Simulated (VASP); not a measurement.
Output of a VASP run:

### OSZICAR
```
       N       E                     dE             d eps       ncg     rms          rms(c)
DAV:   1     0.301012540738E+02    0.30101E+02   -0.42099E+03  3410   0.890E+02
DAV:   2    -0.808138212486E+01   -0.38183E+02   -0.37245E+02  5108   0.120E+02
DAV:   3    -0.934769213427E+01   -0.12663E+01   -0.12627E+01  4037   0.266E+01
DAV:   4    -0.935503813943E+01   -0.73460E-02   -0.73421E-02  4215   0.203E+00
DAV:   5    -0.935505782491E+01   -0.19685E-04   -0.19685E-04  3837   0.977E-02    0.311E+00
DAV:   6    -0.934698580966E+01    0.80720E-02   -0.52116E-03  3797   0.581E-01    0.187E+00
DAV:   7    -0.934306496030E+01    0.39208E-02   -0.11334E-02  3591   0.887E-01    0.902E-02
DAV:   8    -0.934319004302E+01   -0.12508E-03   -0.45761E-04  3539   0.159E-01    0.349E-02
DAV:   9    -0.934324178324E+01   -0.51740E-04   -0.78922E-05  3805   0.708E-02    0.111E-02
DAV:  10    -0.934324143880E+01    0.34444E-06   -0.67309E-06  3920   0.173E-02
   1 F= -.93432414E+01 E0= -.93432414E+01  d E =-.934324E+01
       N       E                     dE             d eps       ncg     rms          rms(c)
DAV:   1    -0.934331597649E+01   -0.74193E-04   -0.17518E-03  3455   0.238E-01    0.273E-02
DAV:   2    -0.934328632065E+01    0.29656E-04   -0.51774E-05  3557   0.501E-02    0.159E-02
DAV:   3    -0.934327294875E+01    0.13372E-04   -0.41275E-05  3583   0.364E-02    0.364E-03
DAV:   4    -0.934327297181E+01   -0.23063E-07   -0.87014E-07  1912   0.740E-03
   2 F= -.93432730E+01 E0= -.93432736E+01  d E =-.315330E-04
```

**OUTCAR**
```
------------------------ aborting loop because EDIFF is reached ----------------------------------------
  FORCE on cell =-STRESS in cart. coord.  units (eV):
  Direction    XX          YY          ZZ          XY          YZ          ZX
  --------------------------------------------------------------------------------------
  Total        0.0169539     -0.0155592     -0.0124618      0.0000000     -0.0000000      0.0100352
  in kB        0.6024888     -0.5529243     -0.4428542      0.0000000     -0.0000000      0.3566181
  external PRESSURE =      -0.1310966 kB  Pullay stress =       0.0000000 kB
  volume of cell :       45.09
      direct lattice vectors                 reciprocal lattice vectors
     3.733652860 -1.910140033 -0.001763779     0.133861912 -0.261760914 -0.116846114
     3.733652860  1.910140033 -0.001763779     0.133861912  0.261760914 -0.116846114
     2.757916751  0.000000000  3.159540326     0.000149454  0.000000000  0.316371280
 POSITION                                       TOTAL-FORCE (eV/Angst)
 -----------------------------------------------------------------------------------
      2.32182      0.00000      0.71663        -0.011921      0.000000     -0.003680
      7.90340      0.00000      2.43938         0.011921      0.000000      0.003680
 -----------------------------------------------------------------------------------
    total drift:                               -0.000000     -0.000000     -0.000000
  FREE ENERGIE OF THE ION-ELECTRON SYSTEM (eV)
  ---------------------------------------------------
  free  energy   TOTEN  =        -9.3432729718 eV

  energy  without entropy=       -9.3432749176  energy(sigma->0) =       -9.34327362

 reached required accuracy - stopping structural energy minimisation
```
(Selected blocks of OUTCAR.)

**POSCAR**
```
As
1
    3.7300460472    -1.9098315989    -0.0026906575
    3.7300460472     1.9098315989    -0.0026906575
    2.7544674925     0.0000000000     3.1581029858
As
2
Direct
  0.2270880826   0.2270880826   0.2270880826
  0.7729119174   0.7729119174   0.7729119174
```

Task: Write an INCAR and KPOINTS that could have produced this output.

Result: Several could match; the one computed here: the input of the run itself, PBE GGA, plane waves, VASP's PBE PAW potentials (set 64).

File KPOINTS:
```
Automatic mesh
0
Gamma
  12 12 12
0 0 0
```

INCAR:
```
! general
SYSTEM  = As
PREC    = Accurate
ENCUT   = 500   ! plane-wave cut-off (eV)
LREAL   = .False.
LASPH   = .True.   ! aspherical one-centre terms

! electronic loop
EDIFF   = 1E-6
NELM    = 100   ! most electronic steps
ALGO    = Normal   ! blocked Davidson
LMAXMIX = 4   ! l cut-off of mixed one-centre charges

! smearing
ISMEAR  = 1   ! Methfessel-Paxton
SIGMA   = 0.1

! functional
GGA     = PE

! ions
IBRION  = 2   ! conjugate gradients
NSW     = 40   ! most ionic steps
ISIF    = 3   ! ions, shape and volume
EDIFFG  = -0.02

! output
LWAVE   = .False.
LCHARG  = .False.
```

POTCAR, in this order: As (PBE.64 set). Program: vasp_std.

The compound is As in the a7 structure. This run relaxes it. Symmetry was kept, so distortions that lower it aren't found.
